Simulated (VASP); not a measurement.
Write the native input for VASP 6.6.1 that does the following.

* Task: relaxation of cell and atoms
* Functional: PBE
* Potentials or basis: VASP PAW PBE potentials, release 64 (Mg, C)
* Cutoff: 600 eV
* k mesh: 9 × 9 × 4
* Occupations: gaussian, width 0.1 eV
* Spin: no spin polarisation
* Dipole correction: no
* Further INCAR settings: ALGO = Fast; EDIFF = 1e-06; IBRION = 2; EDIFFG = -0.04; NSW = 90; ISIF = 3

The structure of MgC2 lies in POSCAR:

```
MgC2
1.0
    2.6499750262      0.0000000000      0.0000000000
   -1.3249875131      2.2949456921      0.0000000000
    0.0000000000      0.0000000000      4.1333256255
Mg C
1 2
Direct
    0.0000000000      0.0000000000      0.0000000000
    0.6666666667      0.3333333333      0.5599605786
    0.3333333333      0.6666666667      0.4400394214
```

The cell was built by a generator and needn't be a form met in nature.

The cell isn't the ideal one: species swapped into the LuCd2 type (P-3m1, No. 164).

These files were run (other wordings do the same):

INCAR

```
PREC = Accurate
ENCUT = 600
EDIFF = 1E-6
ISMEAR = 0
SIGMA = 0.1
LREAL = False
LASPH = True
NELM = 100
ALGO = Fast
ISIF = 3
LWAVE = False
LCHARG = False
GGA = PE
IBRION = 2
NSW = 90
EDIFFG = -0.04
```

KPOINTS

```
Automatic mesh
0
Gamma
  9 9 4
```

Potentials or basis: VASP PAW PBE potentials, release 64 (Mg, C).

The run is started by

```console
$ cat potpaw_PBE.64/Mg/POTCAR potpaw_PBE.64/C/POTCAR > POTCAR
$ mpirun -np 1 vasp_std > vasp.out
```

It gave:

```
Relaxed volume                         : 8.31 Å³/atom
Relaxed cell                           : a = 2.655 Å, b = 2.655 Å, c = 4.084 Å, α = 90.00°, β = 90.00°, γ = 120.00°
Space group after relaxing (to 0.05 Å) : P-3m1 (No. 164)
Energy gained by relaxing              : 0.8 meV/atom
Ionic steps                            : 4
Pressure after relaxing                : 0.2 GPa
Largest force after relaxing           : 0.030 eV/Å
Band gap on the k mesh                 : 0.29 eV, indirect (least direct gap 0.72 eV)
```

Caveat: an odd mesh through Γ misses points on the zone boundary, where band edges often lie.

Wall time 15 s on 1 thread of Intel(R) Xeon(R) 6975P-C (Granite Rapids), on a shared host, peak memory 0.16 GiB.
